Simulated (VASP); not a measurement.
# SiC with PBE: from relaxation to properties, part 5 of 6

What structure does SiC take at this level, and what are its properties? The start is a cell from a database of measured crystal structures.

VASP 6.6.1; PBE; plane waves and PAW (Si, C).

So far, gap on the k-mesh (eV): step 2 (full relaxation (PBE)) 1.78; step 6 (total and projected DOS (PBE)) 1.78.

## (8) Volume scan with PBE, volume scale 0.94

An equation of state needs energies on both sides of the minimum, all on one mesh and cutoff.

File INCAR:

```
SYSTEM = SiC
PREC = Accurate
ENCUT = 520
EDIFF = 1E-06
NELM = 100
ISMEAR = 0
SIGMA = 0.05
LREAL = .FALSE.
ALGO = Normal
GGA = PE
NBANDS = 48
LORBIT = 11
LWAVE = .FALSE.
LCHARG = .FALSE.
KPAR = 8
ISIF = 2
```

File POSCAR:

```
SiC
1.0
    3.0320035015      0.0000000000      0.0000000000
   -1.5160017508      2.6257920567      0.0000000000
    0.0000000000      0.0000000000     19.8292327129
Si C
8 8
Direct
    0.3333333333      0.6666666667      0.2501058413
    0.6666666667      0.3333333333      0.7501058413
    0.3333333333      0.6666666667      0.6250128476
    0.6666666667      0.3333333333      0.1250128476
    0.0000000000      0.0000000000      0.0000970167
    0.0000000000      0.0000000000      0.5000970167
    0.3333333333      0.6666666667      0.8751755169
    0.6666666667      0.3333333333      0.3751755169
    0.3333333333      0.6666666667      0.9688982207
    0.6666666667      0.3333333333      0.4688982207
    0.0000000000      0.0000000000      0.0938727303
    0.0000000000      0.0000000000      0.5938727303
    0.3333333333      0.6666666667      0.3441112040
    0.6666666667      0.3333333333      0.8441112040
    0.3333333333      0.6666666667      0.7187266224
    0.6666666667      0.3333333333      0.2187266224
```

File KPOINTS:

```
Automatic mesh
0
Gamma
8 8 2
0 0 0
```

Potentials, in the order of the species: Si and C (PBE family, release 64).

Started as:

```sh
> mpirun -np 8 vasp_std
```

Output:

```text
[... set-up lines as in an earlier step ...]
 entering main loop
       N       E                     dE             d eps       ncg     rms          rms(c)
DAV:   1     0.172013808135E+03    0.17201E+03   -0.29156E+04  1920   0.120E+03
DAV:   2    -0.119715925019E+03   -0.29173E+03   -0.27386E+03  2488   0.218E+02
DAV:   3    -0.135741089778E+03   -0.16025E+02   -0.15913E+02  2488   0.480E+01
DAV:   4    -0.135973616440E+03   -0.23253E+00   -0.23200E+00  2432   0.662E+00
DAV:   5    -0.135978403548E+03   -0.47871E-02   -0.47836E-02  2408   0.897E-01    0.264E+01
DAV:   6    -0.120565441256E+03    0.15413E+02   -0.43617E+01  2416   0.214E+01    0.119E+01
DAV:   7    -0.120112889525E+03    0.45255E+00   -0.50293E+00  2496   0.740E+00    0.493E+00
DAV:   8    -0.120050391853E+03    0.62498E-01   -0.33240E-01  2296   0.197E+00    0.153E+00
DAV:   9    -0.120043172950E+03    0.72189E-02   -0.43235E-02  2384   0.832E-01    0.201E-01
DAV:  10    -0.120043981039E+03   -0.80809E-03   -0.29264E-03  2392   0.206E-01    0.111E-01
DAV:  11    -0.120044175294E+03   -0.19425E-03   -0.33906E-04  2336   0.911E-02    0.224E-02
DAV:  12    -0.120044175151E+03    0.14234E-06   -0.18487E-05  2496   0.167E-02    0.104E-02
DAV:  13    -0.120044177038E+03   -0.18865E-05   -0.24669E-06  1872   0.668E-03    0.391E-03
DAV:  14    -0.120044177671E+03   -0.63307E-06   -0.26386E-07  1504   0.251E-03
   1 F= -.12004418E+03 E0= -.12004418E+03  d E =-.345543E-15
```

Elapsed: 25 s, on 8 MPI ranks of AMD EPYC 9R14 (Zen 4), shared host; peak memory 2.8 GiB; 2.8 min of CPU time.

Parts of OUTCAR (step 8):

```text
   ENCUT  =  520.0 eV  38.22 Ry    6.18 a.u.   5.64  5.64 36.87*2*pi/ulx,y,z

   NELECT =      64.0000    total number of electrons

 E-fermi :   8.9497

 k-point     1 :       0.0000    0.0000    0.0000
  band No.  band energies     occupation
    ...
     28       8.5081      2.00000
     29       8.5081      2.00000
     30       8.6553      2.00000
     31       8.6857      2.00000
     32       8.6857      2.00000
     33      14.3184      0.00000
     34      14.3757      0.00000
     35      14.7257      0.00000
     36      14.9781      0.00000
     37      15.2048      0.00000
    ...

  Total       14.6726817     14.6726817     14.5553866     -0.0000000      0.0000000      0.0000000
  in kB      148.9100950    148.9100950    147.7196901     -0.0000000      0.0000000      0.0000000
  external PRESSURE =     148.5132934 kB  Pullay stress =       0.0000000 kB

 POSITION                                       TOTAL-FORCE (eV/Angst)
 -----------------------------------------------------------------------------------
     -0.00000      1.75053      4.95941         0.000000     -0.000000      0.015882
      1.51600      0.87526     14.87402        -0.000000     -0.000000      0.015882
     -0.00000      1.75053     12.39353        -0.000000     -0.000000     -0.013260
      1.51600      0.87526      2.47891         0.000000     -0.000000     -0.013260
      0.00000      0.00000      0.00192         0.000000     -0.000000     -0.000879
      0.00000      0.00000      9.91654        -0.000000     -0.000000     -0.000879
     -0.00000      1.75053     17.35406         0.000000      0.000000     -0.006702
      1.51600      0.87526      7.43944         0.000000     -0.000000     -0.006702
     -0.00000      1.75053     19.21251        -0.000000     -0.000000      0.010429
      1.51600      0.87526      9.29789        -0.000000     -0.000000      0.010429
      0.00000      0.00000      1.86142        -0.000000     -0.000000     -0.003415
      0.00000      0.00000     11.77604         0.000000     -0.000000     -0.003415
     -0.00000      1.75053      6.82346        -0.000000     -0.000000     -0.010846
      1.51600      0.87526     16.73808         0.000000     -0.000000     -0.010846
     -0.00000      1.75053     14.25180        -0.000000     -0.000000      0.008791
      1.51600      0.87526      4.33718         0.000000     -0.000000      0.008791
 -----------------------------------------------------------------------------------
    total drift:                                0.000000      0.000000     -0.000789

  FREE ENERGIE OF THE ION-ELECTRON SYSTEM (eV)
  ---------------------------------------------------
  free  energy   TOTEN  =      -120.0441776708 eV

  energy  without entropy=     -120.0441776708  energy(sigma->0) =     -120.04417767

[... 5 parts as in an earlier step ...]

[... 11 further parts left out ...]
```

The scan keeps the cell's shape and the fractional positions fixed.

Numbers from this step:

```
SCF cycles                     : 14
free energy (TOTEN)            : -120.0442 eV
Fermi energy                   : 8.950 eV
pressure                       : 14.85 GPa
gap on the k-mesh              : 1.746 eV
least direct gap on the k-mesh : 2.845 eV
```

The pressure here is 14.85 GPa.

## (9) Volume scan with PBE, volume scale 0.96

INCAR is that of step 8.

Edit POSCAR of step 8 so:

```diff
@@ -2,5 +2,5 @@
 1.0
-    3.0320035015      0.0000000000      0.0000000000
-   -1.5160017508      2.6257920567      0.0000000000
-    0.0000000000      0.0000000000     19.8292327129
+    3.0533563424      0.0000000000      0.0000000000
+   -1.5266781712      2.6442841593      0.0000000000
+    0.0000000000      0.0000000000     19.9688797978
 Si C
```

KPOINTS is that of step 8.

Started as:

```sh
> mpirun -np 8 vasp_std
```

Output:

```text
[... set-up lines as in an earlier step ...]
 entering main loop
       N       E                     dE             d eps       ncg     rms          rms(c)
DAV:   1     0.173607225319E+03    0.17361E+03   -0.29027E+04  1920   0.120E+03
DAV:   2    -0.118855367589E+03   -0.29246E+03   -0.27358E+03  2488   0.217E+02
DAV:   3    -0.135482276875E+03   -0.16627E+02   -0.16510E+02  2496   0.487E+01
DAV:   4    -0.135732934256E+03   -0.25066E+00   -0.25011E+00  2440   0.681E+00
DAV:   5    -0.135737853661E+03   -0.49194E-02   -0.49166E-02  2416   0.918E-01    0.257E+01
DAV:   6    -0.120761213289E+03    0.14977E+02   -0.43099E+01  2408   0.212E+01    0.116E+01
DAV:   7    -0.120365671853E+03    0.39554E+00   -0.47197E+00  2520   0.716E+00    0.485E+00
DAV:   8    -0.120304434217E+03    0.61238E-01   -0.30810E-01  2296   0.190E+00    0.153E+00
DAV:   9    -0.120297513681E+03    0.69205E-02   -0.42098E-02  2392   0.821E-01    0.203E-01
DAV:  10    -0.120298369625E+03   -0.85594E-03   -0.30129E-03  2432   0.207E-01    0.110E-01
DAV:  11    -0.120298567154E+03   -0.19753E-03   -0.36749E-04  2328   0.936E-02    0.222E-02
DAV:  12    -0.120298567936E+03   -0.78229E-06   -0.17474E-05  2488   0.161E-02    0.101E-02
DAV:  13    -0.120298569838E+03   -0.19021E-05   -0.19601E-06  1776   0.597E-03    0.307E-03
DAV:  14    -0.120298570467E+03   -0.62869E-06   -0.26228E-07  1512   0.232E-03
   1 F= -.12029857E+03 E0= -.12029857E+03  d E =-.960586E-12
```

Wall time 25 s (8 MPI ranks); peak memory 2.8 GiB.

OUTCAR, selected parts (step 9):

```text
   ENCUT  =  520.0 eV  38.22 Ry    6.18 a.u.   5.68  5.68 37.13*2*pi/ulx,y,z

   NELECT =      64.0000    total number of electrons

 E-fermi :   8.6661

 k-point     1 :       0.0000    0.0000    0.0000
  band No.  band energies     occupation
    ...
     28       8.2655      2.00000
     29       8.2655      2.00000
     30       8.4126      2.00000
     31       8.4428      2.00000
     32       8.4428      2.00000
     33      13.8873      0.00000
     34      13.9471      0.00000
     35      14.2891      0.00000
     36      14.5456      0.00000
     37      14.7650      0.00000
    ...

  Total        9.4944450      9.4944450      9.4146106      0.0000000      0.0000000      0.0000000
  in kB       94.3497709     94.3497708     93.5564271      0.0000000      0.0000000      0.0000000
  external PRESSURE =      94.0853229 kB  Pullay stress =       0.0000000 kB

 POSITION                                       TOTAL-FORCE (eV/Angst)
 -----------------------------------------------------------------------------------
     -0.00000      1.76286      4.99433        -0.000000      0.000000      0.009259
      1.52668      0.88143     14.97877         0.000000     -0.000000      0.009259
     -0.00000      1.76286     12.48081        -0.000000     -0.000000     -0.011301
      1.52668      0.88143      2.49637         0.000000      0.000000     -0.011301
      0.00000      0.00000      0.00194         0.000000     -0.000000     -0.001720
      0.00000      0.00000      9.98638        -0.000000      0.000000     -0.001720
     -0.00000      1.76286     17.47627        -0.000000      0.000000     -0.004195
      1.52668      0.88143      7.49183         0.000000     -0.000000     -0.004195
     -0.00000      1.76286     19.34781         0.000000      0.000000      0.010247
      1.52668      0.88143      9.36337        -0.000000     -0.000000      0.010247
      0.00000      0.00000      1.87453        -0.000000     -0.000000     -0.003381
      0.00000      0.00000     11.85897         0.000000     -0.000000     -0.003381
     -0.00000      1.76286      6.87152         0.000000     -0.000000     -0.007223
      1.52668      0.88143     16.85596        -0.000000     -0.000000     -0.007223
     -0.00000      1.76286     14.35217        -0.000000     -0.000000      0.008315
      1.52668      0.88143      4.36773         0.000000     -0.000000      0.008315
 -----------------------------------------------------------------------------------
    total drift:                                0.000000      0.000000     -0.000709

  FREE ENERGIE OF THE ION-ELECTRON SYSTEM (eV)
  ---------------------------------------------------
  free  energy   TOTEN  =      -120.2985704668 eV

  energy  without entropy=     -120.2985704668  energy(sigma->0) =     -120.29857047

[... 5 parts as in an earlier step ...]

[... 11 further parts left out ...]
```

This step gave:

```yaml
free_energy_toten: -120.2986 eV
fermi_energy: 8.666 eV
pressure: 9.409 GPa
gap_on_the_k_mesh: 1.757 eV
least_direct_gap_on_the_k_mesh: 2.851 eV
```

The pressure falls from 14.85 to 9.41 GPa.

The run ends at a pressure of 9.41 GPa, with forces up to 0.011 eV/Å.

## (10) Volume scan with PBE, volume scale 0.98

INCAR is that of step 9.

Edit POSCAR of step 9 so:

```diff
@@ -2,5 +2,5 @@
 1.0
-    3.0533563424      0.0000000000      0.0000000000
-   -1.5266781712      2.6442841593      0.0000000000
-    0.0000000000      0.0000000000     19.9688797978
+    3.0744146378      0.0000000000      0.0000000000
+   -1.5372073189      2.6625211781      0.0000000000
+    0.0000000000      0.0000000000     20.1066005622
 Si C
```

KPOINTS is that of step 9.

Started as:

```sh
> mpirun -np 8 vasp_std
```

Output:

```text
[... set-up lines as in an earlier step ...]
 entering main loop
       N       E                     dE             d eps       ncg     rms          rms(c)
DAV:   1     0.173521595998E+03    0.17352E+03   -0.29109E+04  1920   0.120E+03
DAV:   2    -0.118173532210E+03   -0.29170E+03   -0.27411E+03  2472   0.215E+02
DAV:   3    -0.135143716565E+03   -0.16970E+02   -0.16850E+02  2472   0.489E+01
DAV:   4    -0.135407075947E+03   -0.26336E+00   -0.26278E+00  2448   0.694E+00
[...]
DAV:  12    -0.120444292628E+03   -0.16393E-05   -0.17425E-05  2448   0.166E-02    0.101E-02
DAV:  13    -0.120444294569E+03   -0.19411E-05   -0.19329E-06  1768   0.596E-03    0.251E-03
DAV:  14    -0.120444295229E+03   -0.65967E-06   -0.27813E-07  1472   0.232E-03
   1 F= -.12044430E+03 E0= -.12044430E+03  d E =-.763369E-16
```

Elapsed: 25 s, on 8 MPI ranks; peak memory 2.8 GiB; 2.8 min of CPU time.

Parts of OUTCAR (step 10):

```text
  Total        4.6131358      4.6131358      4.5671232      0.0000000      0.0000000      0.0000000
  in kB       44.9068567     44.9068567     44.4589448      0.0000000      0.0000000      0.0000000
  external PRESSURE =      44.7575527 kB  Pullay stress =       0.0000000 kB

 POSITION                                       TOTAL-FORCE (eV/Angst)
 -----------------------------------------------------------------------------------
     -0.00000      1.77501      5.02878        -0.000000      0.000000      0.003244
      1.53721      0.88751     15.08208         0.000000     -0.000000      0.003244
     -0.00000      1.77501     12.56688        -0.000000      0.000000     -0.009414
      1.53721      0.88751      2.51358         0.000000     -0.000000     -0.009414
      0.00000      0.00000      0.00195        -0.000000      0.000000     -0.002373
      0.00000      0.00000     10.05525         0.000000     -0.000000     -0.002373
     -0.00000      1.77501     17.59680         0.000000     -0.000000     -0.002056
      1.53721      0.88751      7.54350        -0.000000      0.000000     -0.002056
     -0.00000      1.77501     19.48125         0.000000      0.000000      0.010014
      1.53721      0.88751      9.42795        -0.000000     -0.000000      0.010014
      0.00000      0.00000      1.88746         0.000000     -0.000000     -0.003400
      0.00000      0.00000     11.94076        -0.000000      0.000000     -0.003400
     -0.00000      1.77501      6.91891        -0.000000      0.000000     -0.003811
      1.53721      0.88751     16.97221         0.000000      0.000000     -0.003811
     -0.00000      1.77501     14.45115        -0.000000      0.000000      0.007796
      1.53721      0.88751      4.39785         0.000000      0.000000      0.007796
 -----------------------------------------------------------------------------------
    total drift:                                0.000000      0.000000      0.000571

  FREE ENERGIE OF THE ION-ELECTRON SYSTEM (eV)
  ---------------------------------------------------
  free  energy   TOTEN  =      -120.4442952288 eV

  energy  without entropy=     -120.4442952288  energy(sigma->0) =     -120.44429523

[... 1 part as in an earlier step ...]

[... 2 further parts left out ...]
[key lines of the parts left out:]
E-fermi :   8.4792
```

The pressure falls from 9.41 to 4.48 GPa.

The run ends at a pressure of 4.48 GPa, with forces up to 0.010 eV/Å.

## (11) Volume scan with PBE, volume scale 1

INCAR is that of step 10.

Edit POSCAR of step 10 so:

```diff
@@ -2,5 +2,5 @@
 1.0
-    3.0744146378      0.0000000000      0.0000000000
-   -1.5372073189      2.6625211781      0.0000000000
-    0.0000000000      0.0000000000     20.1066005622
+    3.0951883398      0.0000000000      0.0000000000
+   -1.5475941699      2.6805117318      0.0000000000
+    0.0000000000      0.0000000000     20.2424600926
 Si C
```

KPOINTS is that of step 10.

Started as:

```sh
> mpirun -np 8 vasp_std
```

Output:

```text
[... set-up lines as in an earlier step ...]
 entering main loop
       N       E                     dE             d eps       ncg     rms          rms(c)
[... 14 cycles as in an earlier step ...]
   1 F= -.12049149E+03 E0= -.12049149E+03  d E =-.411085E-12
```

Run time: 26 s. Hardware: 8 MPI ranks; peak memory 2.8 GiB; 3 min of CPU time.

Parts of OUTCAR (step 11):

```text
[... 6 parts as in an earlier step ...]

[... 1 further part left out ...]
[key lines of the parts left out:]
E-fermi :   8.2095
```

The pressure falls from 4.48 to 0.01 GPa.

The run ends at a pressure of 0.01 GPa, with forces up to 0.0097 eV/Å.

## (12) Volume scan with PBE, volume scale 1.02

INCAR is that of step 11.

Edit POSCAR of step 11 so:

```diff
@@ -2,5 +2,5 @@
 1.0
-    3.0951883398      0.0000000000      0.0000000000
-   -1.5475941699      2.6805117318      0.0000000000
-    0.0000000000      0.0000000000     20.2424600926
+    3.1156868732      0.0000000000      0.0000000000
+   -1.5578434366      2.6982639825      0.0000000000
+    0.0000000000      0.0000000000     20.3765200266
 Si C
```

KPOINTS is that of step 11.

Started as:

```sh
> mpirun -np 8 vasp_std
```

Output:

```text
[... set-up lines as in an earlier step ...]
 entering main loop
       N       E                     dE             d eps       ncg     rms          rms(c)
DAV:   1     0.169802001750E+03    0.16980E+03   -0.28833E+04  1920   0.119E+03
DAV:   2    -0.116861298534E+03   -0.28666E+03   -0.26845E+03  2496   0.211E+02
DAV:   3    -0.134242630708E+03   -0.17381E+02   -0.17242E+02  2448   0.489E+01
DAV:   4    -0.134536014052E+03   -0.29338E+00   -0.29260E+00  2440   0.720E+00
[...]
DAV:  12    -0.120449433909E+03   -0.29961E-05   -0.18659E-05  2448   0.179E-02    0.102E-02
DAV:  13    -0.120449436058E+03   -0.21498E-05   -0.18561E-06  1712   0.584E-03    0.186E-03
DAV:  14    -0.120449436717E+03   -0.65877E-06   -0.30433E-07  1448   0.228E-03
   1 F= -.12044944E+03 E0= -.12044944E+03  d E =-.571157E-16
```

Elapsed: 26 s, on 8 MPI ranks; peak memory 2.8 GiB.

OUTCAR, selected parts (step 12):

```text
  Total       -4.3290743     -4.3290743     -4.3159977      0.0000000     -0.0000000      0.0000000
  in kB      -40.4890292    -40.4890292    -40.3667260      0.0000000     -0.0000000      0.0000000
  external PRESSURE =     -40.4482615 kB  Pullay stress =       0.0000000 kB

 POSITION                                       TOTAL-FORCE (eV/Angst)
 -----------------------------------------------------------------------------------
     -0.00000      1.79884      5.09629        -0.000000      0.000000     -0.007779
      1.55784      0.89942     15.28455         0.000000     -0.000000     -0.007779
     -0.00000      1.79884     12.73559         0.000000      0.000000     -0.006187
      1.55784      0.89942      2.54733         0.000000     -0.000000     -0.006187
      0.00000      0.00000      0.00198        -0.000000     -0.000000     -0.003767
      0.00000      0.00000     10.19024         0.000000      0.000000     -0.003767
     -0.00000      1.79884     17.83303         0.000000     -0.000000      0.001261
      1.55784      0.89942      7.64477         0.000000     -0.000000      0.001261
     -0.00000      1.79884     19.74277         0.000000     -0.000000      0.009621
      1.55784      0.89942      9.55451        -0.000000      0.000000      0.009621
      0.00000      0.00000      1.91280         0.000000     -0.000000     -0.002988
      0.00000      0.00000     12.10106        -0.000000     -0.000000     -0.002988
     -0.00000      1.79884      7.01179         0.000000     -0.000000      0.002906
      1.55784      0.89942     17.20005        -0.000000      0.000000      0.002906
     -0.00000      1.79884     14.64515        -0.000000     -0.000000      0.006933
      1.55784      0.89942      4.45689        -0.000000     -0.000000      0.006933
 -----------------------------------------------------------------------------------
    total drift:                                0.000000      0.000000      0.000657

  FREE ENERGIE OF THE ION-ELECTRON SYSTEM (eV)
  ---------------------------------------------------
  free  energy   TOTEN  =      -120.4494367172 eV

  energy  without entropy=     -120.4494367172  energy(sigma->0) =     -120.44943672

[... 1 part as in an earlier step ...]

[... 2 further parts left out ...]
[key lines of the parts left out:]
E-fermi :   8.0348
```

The pressure falls from 0.01 to -4.04 GPa.

The run ends at a pressure of -4.04 GPa, with forces up to 0.0096 eV/Å.

(Part 5 of 6 ends here.)

[Lines on the potential files, build, host, timing and source positions are cut from VASP's logs without a mark.]

[Logs are printed without paths, hosts, clocks, repeated set-up lines and the standing remarks that a program may print on its own settings, such as how far it seeks lower states.]

[Hosts, paths, dates, database ids (printed as entryN), source tags and the programs' standing remarks are cut or masked in the printed files.]

[A measured line is paired with the nearest computed mode of its activity, which favours agreement.]

[In band tables of VASP the shares of atoms and orbitals are scaled to a sum of 1 inside the atoms' spheres.]
